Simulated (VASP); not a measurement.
MgFe2B2: density of states with PBE

Crystal: MgFe2B2.

```
Mg B Fe
1.0
     2.96626    0.00000    0.00000
     1.48313   -5.60473    0.00000
     0.00000    0.00000   -2.91755
Mg B Fe
1 2 2
Direct
  0.00000 0.00000 0.00000
  0.22000 0.56000 0.00000
  0.78000 0.44000 0.00000
  0.35200 0.29600 0.50000
  0.64800 0.70400 0.50000
```

The cell was built by a generator and needn't be a form met in nature.

```json
{
 "Program": "VASP 6.6.1",
 "Task": "density of states",
 "Functional": "PBE",
 "Potentials or basis": "VASP PAW PBE potentials, release 64 (Mg, B, Fe)",
 "Cutoff": "520 eV",
 "k mesh": "11 × 6 × 10",
 "Occupations": "fermi-dirac, width 0.0215 eV",
 "Spin": "no spin polarisation",
 "Dipole correction": "no",
 "k mesh for the DOS": "17 × 9 × 15",
 "Occupations for the DOS": "tetrahedron",
 "Further INCAR settings": "ALGO = Fast; EDIFF = 1e-06"
}
```

```json
{
 "Valence electrons inside the program's atomic spheres": "Mg 0.47; B 2.02; Fe 7.46"
}
```

Levels at points of the mesh, in eV from the Fermi level:
| k point | band 10 | band 11 | band 12 | band 13 | band 14 | band 15 |
| --- | --- | --- | --- | --- | --- | --- |
| (0.00, 0.00, 0.00) | -0.66 | -0.55 | -0.29 | 0.17 | 0.23 | 2.11 |

States per cell in windows of 1 eV (zero at the Fermi level; states under -8 eV left out):
| from (eV) | total | Fe4_d | Fe5_d | B2_p | B3_p | Fe4_p | Fe5_p |
| --- | --- | --- | --- | --- | --- | --- | --- |
| -8.0 | 0.91 | 0.06 | 0.06 | 0.12 | 0.12 | 0.02 | 0.02 |
| -7.0 | 1.13 | 0.09 | 0.09 | 0.15 | 0.15 | 0.04 | 0.04 |
| -6.0 | 1.68 | 0.17 | 0.17 | 0.24 | 0.24 | 0.07 | 0.07 |
| -5.0 | 1.77 | 0.27 | 0.27 | 0.23 | 0.23 | 0.07 | 0.07 |
| -4.0 | 2.82 | 0.71 | 0.71 | 0.21 | 0.21 | 0.08 | 0.08 |
| -3.0 | 3.63 | 1.20 | 1.20 | 0.11 | 0.11 | 0.06 | 0.06 |
| -2.0 | 4.95 | 1.96 | 1.96 | 0.04 | 0.04 | 0.06 | 0.06 |
| -1.0 | 4.44 | 1.97 | 1.97 | 0.03 | 0.03 | 0.03 | 0.03 |
| 0.0 | 3.66 | 1.41 | 1.41 | 0.13 | 0.13 | 0.06 | 0.06 |
| 1.0 | 1.47 | 0.45 | 0.45 | 0.10 | 0.10 | 0.04 | 0.04 |
| 2.0 | 1.08 | 0.27 | 0.27 | 0.08 | 0.08 | 0.04 | 0.04 |
| 3.0 | 1.48 | 0.31 | 0.31 | 0.13 | 0.13 | 0.05 | 0.05 |
| 4.0 | 0.20 | 0.03 | 0.03 | 0.02 | 0.02 | 0.01 | 0.01 |
| 5.0 | 0.00 | 0.00 | 0.00 | 0.00 | 0.00 | 0.00 | 0.00 |

Run time: 5.9 min on 1 thread of Intel(R) Xeon(R) Platinum 8488C (Sapphire Rapids) (shared host), peak memory 0.63 GiB.

 Spin polarisation is off, so any magnetic state and its effect on volume and gap are missing.
